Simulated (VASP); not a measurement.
# NaIr (Cmmm) in VASP: equation of state

Aim: energy against volume of NaIr in PBE, for its equilibrium volume and stiffness.

Everything below comes from runs of VASP 6.6.1. Logs are shortened: lines on timing, memory, paths and dates and some standing lists are left out, and cuts for length are marked.

### 1 Starting point

Symmetry: Cmmm, No. 65, orthorhombic system. Conventional cell: a = 2.783 Å, b = 4.645 Å, c = 5.085 Å, α = 90.00°, β = 90.00°, γ = 90.00°. Around Na (site symmetry mmm) lie 6 Na at 2.71 to 2.78 Å and 4 Ir at 2.90 Å. Ir (site symmetry mmm) has 6 Ir at 2.71 to 2.78 Å and 4 Na at 2.90 Å as nearest neighbours.

The cell was built by a generator and needn't be a form met in nature.

### 2 Equation of state, PBE, 15.45 Å³/atom (volume scaled by 0.94)

Input file INCAR:

```
ALGO = Normal
EDIFF = 1E-7
ENCUT = 520
GGA = PE
ISIF = 2
ISMEAR = -1
LASPH = T
LCHARG = F
LREAL = F
LWAVE = F
NBANDS = 15
NELM = 80
PREC = Accurate
SIGMA = 0.05
```

Input file KPOINTS:

```
k-points
0
Gamma
  11 11 5
```

Input file POSCAR:

```
NaIr
1.0
    1.3631038661     -2.2751866961      0.0000000000
    1.3631038661      2.2751866961      0.0000000000
    0.0000000000      0.0000000000      4.9814108718
Na Ir
1 1
Direct
    0.0000000000      0.0000000000      0.0000000000
    0.5000000000      0.5000000000      0.5000000000
```

Potentials or basis: VASP PAW PBE potentials, release 64 (Na_pv, Ir).

Run with:

```bash
cat potpaw_PBE.64/Na_pv/POTCAR potpaw_PBE.64/Ir/POTCAR > POTCAR
mpirun -np 1 vasp_std > vasp.out
```

OUTCAR:

```text
EDIFF = 1E-7
   ENCUT = 520
   GGA = PE
   ISIF = 2
   ISMEAR = -1
   LASPH = T
   LREAL = F
   NELM = 80
   PREC = Accurate

 Found    108 irreducible k-points:

 Following reciprocal coordinates:
            Coordinates               Weight
  0.000000  0.000000  0.000000      1.000000
  0.090909 -0.000000  0.000000      4.000000
  0.181818 -0.000000  0.000000      4.000000
  0.272727 -0.000000  0.000000      4.000000
  0.363636 -0.000000  0.000000      4.000000
  0.454545 -0.000000  0.000000      4.000000
   k-points           NKPTS =    108   k-points in BZ     NKDIM =    108   number of bands    NBANDS=     15
   number of dos      NEDOS =    301   number of ions     NIONS =      2
   total plane-waves  NPLWV =  16000
   dimension x,y,z NGX =    20 NGY =   20 NGZ =   40
   dimension x,y,z NGXF=    40 NGYF=   40 NGZF=   80
   ions per type =               1   1
   NGX,Y,Z   is equivalent  to a cutoff of  12.54, 12.54, 13.35 a.u.
   NGXF,Y,Z  is equivalent  to a cutoff of  25.07, 25.07, 26.70 a.u.
 SYSTEM =  unknown system
   PREC   = accura    normal or accurate (medium, high low for compatibility)
   ISTART =      0    job   : 0-new  1-cont  2-samecut
   ICHARG =      2    charge: 1-file 2-atom 10-const
   ISPIN  =      1    spin polarized calculation?
   LNONCOLLINEAR =      F non collinear calculations
   LSORBIT =      F    spin-orbit coupling
   LASPH  =      T    aspherical Exc in radial PAW
   ENCUT  =  520.0 eV  38.22 Ry    6.18 a.u.   4.93  4.93  9.26*2*pi/ulx,y,z
   NELM   =     80;   NELMIN=  2; NELMDL= -5     # of ELM steps
   EDIFF  = 0.1E-06   stopping-criterion for ELM
   LREAL  =      F    real-space projection
   EDIFFG = 0.1E-05   stopping-criterion for IOM
   NSW    =      0    number of steps for IOM
   IBRION =     -1    ionic relax: 0-MD 1-quasi-New 2-CG
   NFREE  =      0    steps in history (QN), initial steepest desc. (CG)
   ISIF   =      2    stress and relaxation
   ISYM   =      2    0-nonsym 1-usesym 2-fastsym
   POTIM  = 0.5000    time-step for ionic-motion
   TEBEG  =    0.0;   TEEND  =   0.0 temperature during run
   PSTRESS=    0.0 pullay stress
   NELECT =      16.0000    total number of electrons
   NUPDOWN=      -1.0000    fix difference up-down
   EMIN   =  10.00;   EMAX   =-10.00  energy-range for DOS
   EFERMI =   0.00;   METHOD = LEGACY
   ISMEAR =    -1;   SIGMA  =   0.05  broadening in eV -4-tet -1-fermi 0-gaus
   EFERMI_NEDOS =   21; number of points for ismear=-14 and -15
   IALGO  =     38    algorithm
   IMIX   =      4    mixing-type and parameters
     AMIX     =   0.40;   BMIX     =  1.00
     AMIX_MAG =   1.60;   BMIX_MAG =  1.00
  volume/ion in A,a.u.               =      15.45       104.25
  Fermi-wavevector in a.u.,A,eV,Ry     =   1.314636  2.484301 23.514495  1.728267
  Thomas-Fermi vector in A             =   2.444875
   LORBIT       =      0    0 simple, 1 ext, 2 COOP (PROOUT), +10 PAW based schemes
   GGA     = PE    functional components
   LHFCALC =     F    Hartree Fock is set to
   AEXX    =    0.0000 exact exchange contribution
   IVDW    =     0    specifies the selected vdW correction
   LEPSILON=     F    determine dielectric tensor
   LRPA    =     F    only Hartree local field effects (RPA)
 non-spin polarized calculation
  energy-cutoff  :      520.00
  volume of cell :       30.90
 maximum number of plane-waves:       849
   NGX =  9   NGY =  9   NGZ = 19

 number of electron      15.9999989 magnetization

 Free energy of the ion-electron system (eV)
  ---------------------------------------------------
  ext. energy  EPLUGINS =         0.00000000
  ---------------------------------------------------
  free energy    TOTEN  =        -9.53970199 eV

  energy without entropy =       -9.52771535  energy(sigma->0) =       -9.53370867

 E-fermi :   5.9969     XC(G=0): -11.3365

 val. band max:        5.9819069034   @ k =   0.4545   0.0909   0.0000
 cond. band min:       6.0380814777   @ k =   0.2727  -0.0000   0.4000
 fundamental gap:      0.0561745742
 Fermi energy:         5.9969371086

 k-point     1 :       0.0000    0.0000    0.0000
  band No.  band energies     occupation
      1     -18.6196      2.00000
      2     -18.5400      2.00000
      3     -18.5237      2.00000
      4      -2.1727      2.00000
      5       1.4885      2.00000
      6       3.2087      2.00000
      7       3.9620      2.00000
      8       5.8990      1.75287
      9       6.4059      0.00056
     10       6.6250      0.00001
     11       9.6886      0.00000
     12      22.4000      0.00000
     13      22.5580      0.00000
     14      24.9887      0.00000
     15      25.1699      0.00000

 k-point     2 :       0.0909   -0.0000    0.0000
  band No.  band energies     occupation
      1     -18.6117      2.00000
      2     -18.5822      2.00000
      3     -18.5360      2.00000
      4      -1.8255      2.00000
      5       1.6731      2.00000
      6       3.1146      2.00000
      7       4.1337      2.00000
      8       4.9455      2.00000
      9       6.4879      0.00011
     10       7.4370      0.00000
     11       9.8436      0.00000
     12      21.9319      0.00000
     13      22.8942      0.00000
     14      23.5220      0.00000
     15      24.6843      0.00000

 k-point     3 :       0.1818   -0.0000    0.0000
  band No.  band energies     occupation
      1     -18.7031      2.00000
      2     -18.5903      2.00000
      3     -18.5596      2.00000
      4      -0.8978      2.00000
      5       2.0881      2.00000
      6       2.9321      2.00000
      7       3.8558      2.00000
      8       4.8299      2.00000
      9       6.3024      0.00443
     10       8.5896      0.00000
     11      10.2963      0.00000
     12      19.0014      0.00000
     13      23.4484      0.00000
     14      23.5871      0.00000
     15      24.0282      0.00000

 k-point     4 :       0.2727   -0.0000    0.0000
  band No.  band energies     occupation
      1     -18.8585      2.00000
      2     -18.5895      2.00000
      3     -18.5622      2.00000
      4       0.0657      2.00000
      5       2.3476      2.00000
      6       2.9406      2.00000
      7       3.6066      2.00000
      8       5.9575      1.37470
      9       6.0661      0.40067
     10       9.6799      0.00000
     11      11.0205      0.00000
     12      16.1017      0.00000
     13      21.5652      0.00000
     14      21.7502      0.00000
     15      24.0383      0.00000

 k-point     5 :       0.3636   -0.0000    0.0000
  band No.  band energies     occupation
      1     -18.9980      2.00000
      2     -18.6168      2.00000
      3     -18.5364      2.00000
      4       0.2234      2.00000
      5       2.2844      2.00000
      6       3.1991      2.00000
      7       5.0312      2.00000
      8       5.8581      1.88276
      9       7.2155      0.00000
     10      10.6311      0.00000
     11      11.9780      0.00000
     12      13.6311      0.00000
     13      19.4632      0.00000
     14      19.8334      0.00000
     15      22.5007      0.00000

 k-point     6 :       0.4545   -0.0000    0.0000
  band No.  band energies     occupation
      1     -19.0794      2.00000
      2     -18.6329      2.00000
      3     -18.5210      2.00000
      4       0.0782      2.00000
      5       1.9425      2.00000
      6       3.9494      2.00000
      7       5.7384      1.98871
      8       6.5814      0.00002
      9       8.1014      0.00000
     10      11.2488      0.00000
     11      11.5457      0.00000
     12      13.5297      0.00000
     13      16.9702      0.00000
     14      18.8213      0.00000
     15      21.1805      0.00000

 [... further k-points ...]
[... 5 lines left out ...]
  --------------------------------------------------------------------------------------
  -------------------------------------------------------------------------------------
  Total        2.0167968      2.0008428      1.1869845      0.0000000      0.0000000      0.0000000
  in kB      104.5789747    103.7516963     61.5498892      0.0000000      0.0000000      0.0000000
  external PRESSURE =      89.9601867 kB  Pullay stress =       0.0000000 kB

 VOLUME and BASIS-vectors are now :
 -----------------------------------------------------------------------------
  energy-cutoff  :      520.00
  volume of cell :       30.90
      direct lattice vectors                 reciprocal lattice vectors
     1.363103866 -2.275186696  0.000000000     0.366809905 -0.219762185  0.000000000
     1.363103866  2.275186696  0.000000000     0.366809905  0.219762185  0.000000000
     0.000000000  0.000000000  4.981410872     0.000000000  0.000000000  0.200746340

 POSITION                                       TOTAL-FORCE (eV/Angst)
 -----------------------------------------------------------------------------------
      0.00000      0.00000      0.00000        -0.000000      0.000000      0.000000
      1.36310      0.00000      2.49071         0.000000      0.000000      0.000000
 -----------------------------------------------------------------------------------
    total drift:                                0.000000      0.000000      0.000000

  FREE ENERGIE OF THE ION-ELECTRON SYSTEM (eV)
  ---------------------------------------------------
  free  energy   TOTEN  =        -9.5397019940 eV

  energy  without entropy=       -9.5277153513  energy(sigma->0) =       -9.53370867
```

Run time: 20 s. Hardware: 1 thread of Intel Xeon Platinum 8559C (Emerald Rapids), shared host; peak memory 0.18 GiB.

Results:

```yaml
Free_energy: -9.5397 eV
Pressure: 9.0 GPa
Band_gap_on_the_k_mesh: none (metal or under the smearing width)
```

### 3 Equation of state, PBE, 15.78 Å³/atom (volume scaled by 0.96)

Input file INCAR:

```
ALGO     = Normal         # electronic algorithm
EDIFF    = 1E-7           # SCF threshold, eV
ENCUT    = 520            # plane-wave cutoff, eV
GGA      = PE             # functional
ISIF     = 2              # what is computed and relaxed
ISMEAR   = -1             # smearing method
LASPH    = T              # aspherical terms in the spheres
LCHARG   = F              # write CHGCAR
LREAL    = F              # projectors in reciprocal space
LWAVE    = F              # write WAVECAR
NBANDS   = 15             # bands
NELM     = 60             # most SCF steps
PREC     = Accurate       # precision mode
SIGMA    = 0.05           # smearing width, eV
```

KPOINTS is that of step 2.

Input file POSCAR:

```
NaIr
1.0
    1.3727035054     -2.2912096655      0.0000000000
    1.3727035054      2.2912096655      0.0000000000
    0.0000000000      0.0000000000      5.0164923859
Na Ir
1 1
Direct
    0.0000000000      0.0000000000      0.0000000000
    0.5000000000      0.5000000000      0.5000000000
```

Potentials or basis: VASP PAW PBE potentials, release 64 (Na_pv, Ir).

Run with:

```bash
cat potpaw_PBE.64/Na_pv/POTCAR potpaw_PBE.64/Ir/POTCAR > POTCAR
mpirun -np 1 vasp_std > vasp.out
```

Run time: 20 s. Hardware: 1 thread of Intel Xeon Platinum 8559C (Emerald Rapids), shared host; peak memory 0.17 GiB.

It converged, with:

```yaml
Free_energy: -9.5699 eV
Pressure: 5.7 GPa
Band_gap_on_the_k_mesh: none (metal or under the smearing width)
```

### 4 Equation of state, PBE, 16.11 Å³/atom (volume scaled by 0.98)

Input file INCAR:

```
SYSTEM = NaIr
ALGO = Normal
EDIFF = 1E-7
ENCUT = 520
GGA = PE
ISIF = 2
ISMEAR = -1
LASPH = .TRUE.
LCHARG = .FALSE.
LREAL = .FALSE.
LWAVE = .FALSE.
NBANDS = 15
NELM = 60
PREC = Accurate
SIGMA = 0.05
```

Input file KPOINTS:

```
k-points
0
G
  11 11 5
  0 0 0
```

Input file POSCAR:

```
NaIr
1.0
    1.3821707253     -2.3070116108      0.0000000000
    1.3821707253      2.3070116108      0.0000000000
    0.0000000000      0.0000000000      5.0510899784
Na Ir
1 1
Direct
    0.0000000000      0.0000000000      0.0000000000
    0.5000000000      0.5000000000      0.5000000000
```

Run with:

```bash
cat potpaw_PBE.64/Na_pv/POTCAR potpaw_PBE.64/Ir/POTCAR > POTCAR
mpirun -np 1 vasp_std > vasp.out
```

It took 20 s on 1 thread of Intel Xeon Platinum 8559C (Emerald Rapids), shared host; peak memory 0.18 GiB.

The run converged. Its results:

```
Free energy            : -9.5872 eV
Pressure               : 2.7 GPa
Band gap on the k mesh : none (metal or under the smearing width)
```

### 5 Equation of state, PBE, 16.76 Å³/atom (volume scaled by 1.02)

Input file INCAR:

```
SYSTEM = NaIr
PREC = Accurate ; ENCUT = 520
EDIFF = 1E-7 ; ISMEAR = -1
SIGMA = 0.05 ; LREAL = .FALSE.
LASPH = .TRUE. ; NELM = 60
ALGO = Normal ; ISIF = 2
LWAVE = .FALSE. ; LCHARG = .FALSE.
GGA = PE ; NBANDS = 15
```

Input file KPOINTS:

```
regular mesh
0
G
  11 11 5
  0 0 0
```

Input file POSCAR:

```
NaIr
1.0
    1.4007255666     -2.3379819052      0.0000000000
    1.4007255666      2.3379819052      0.0000000000
    0.0000000000      0.0000000000      5.1188979351
Na Ir
1 1
Direct
    0.0000000000      0.0000000000      0.0000000000
    0.5000000000      0.5000000000      0.5000000000
```

Run with:

```bash
cat potpaw_PBE.64/Na_pv/POTCAR potpaw_PBE.64/Ir/POTCAR > POTCAR
mpirun -np 1 vasp_std > vasp.out
```

It took 19 s on 1 thread of Intel Xeon Platinum 8559C (Emerald Rapids), shared host; peak memory 0.18 GiB.

Results (log left out):

```
Free energy            : -9.5889 eV
Pressure               : -2.2 GPa
Band gap on the k mesh : none (metal or under the smearing width)
```

### 6 Equation of state, PBE, 17.09 Å³/atom (volume scaled by 1.04)

Input file INCAR:

```
SYSTEM = NaIr
PREC     = Accurate       ! precision mode
ENCUT    = 520            ! plane-wave cutoff, eV
EDIFF    = 1E-7           ! SCF threshold, eV
ISMEAR   = -1             ! smearing method
SIGMA    = 0.05           ! smearing width, eV
LREAL    = .False.        ! projectors in reciprocal space
LASPH    = .True.         ! aspherical terms in the spheres
NELM     = 100            ! most SCF steps
ALGO     = Normal         ! electronic algorithm
ISIF     = 2              ! what is computed and relaxed
LWAVE    = .False.        ! write WAVECAR
LCHARG   = .False.        ! write CHGCAR
GGA      = PE             ! functional
NBANDS   = 15             ! bands
```

Input file KPOINTS:

```
regular mesh
0
Gamma
  11 11 5
  0 0 0
```

Input file POSCAR:

```
NaIr
1.0
    1.4098214420     -2.3531640313      0.0000000000
    1.4098214420      2.3531640313      0.0000000000
    0.0000000000      0.0000000000      5.1521384635
Na Ir
1 1
Direct
    0.0000000000      0.0000000000      0.0000000000
    0.5000000000      0.5000000000      0.5000000000
```

Potentials or basis: VASP PAW PBE potentials, release 64 (Na_pv, Ir).

Run with:

```bash
cat potpaw_PBE.64/Na_pv/POTCAR potpaw_PBE.64/Ir/POTCAR > POTCAR
mpirun -np 1 vasp_std > vasp.out
```

Wall time 19 s (1 thread of Intel Xeon Platinum 8559C (Emerald Rapids), shared host); peak memory 0.18 GiB.

It converged, with:

- Free energy: -9.5758 eV
- Pressure: -4.2 GPa
- Band gap on the k mesh: none (metal or under the smearing width)

### 7 Equation of state, PBE, 17.42 Å³/atom (volume scaled by 1.06)

Input file INCAR:

```
PREC = Accurate
ENCUT = 520
EDIFF = 1E-7
ISMEAR = -1
SIGMA = 0.05
LREAL = False
LASPH = True
NELM = 80
ALGO = Normal
ISIF = 2
LWAVE = False
LCHARG = False
GGA = PE
NBANDS = 15
```

Input file KPOINTS:

```
regular mesh
0
Gamma
  11 11 5
```

Input file POSCAR:

```
NaIr
1.0
    1.4188014385     -2.3681527414      0.0000000000
    1.4188014385      2.3681527414      0.0000000000
    0.0000000000      0.0000000000      5.1849555168
Na Ir
1 1
Direct
    0.0000000000      0.0000000000      0.0000000000
    0.5000000000      0.5000000000      0.5000000000
```

Run with:

```bash
cat potpaw_PBE.64/Na_pv/POTCAR potpaw_PBE.64/Ir/POTCAR > POTCAR
mpirun -np 1 vasp_std > vasp.out
```

It took 20 s on 1 thread of Intel Xeon Platinum 8559C (Emerald Rapids), shared host; peak memory 0.2 GiB.

It converged, with:

- Free energy: -9.5548 eV
- Pressure: -6.1 GPa
- Band gap on the k mesh: none (metal or under the smearing width)

### 8 Equation of state, PBE

No new run: the results of the series are fitted here.

Results:

- Equilibrium volume: 16.46 Å³/atom
- Bulk modulus at fixed shape and positions: 122 GPa
- Pressure derivative of the bulk modulus: 5.0

Energy against volume, from the lowest point:
| volume (Å³/atom) | energy (meV/atom) |
| --- | --- |
| 15.449 | 26.70 |
| 15.778 | 11.63 |
| 16.106 | 2.97 |
| 16.435 | 0.00 |
| 16.764 | 2.08 |
| 17.092 | 8.64 |
| 17.421 | 19.17 |

Caveat: the cell was scaled at fixed shape and fractional positions, which overstates the stiffness of a crystal with free parameters, most of all of layers and chains. The run has no spin-orbit coupling, so splittings on Ir are missing.
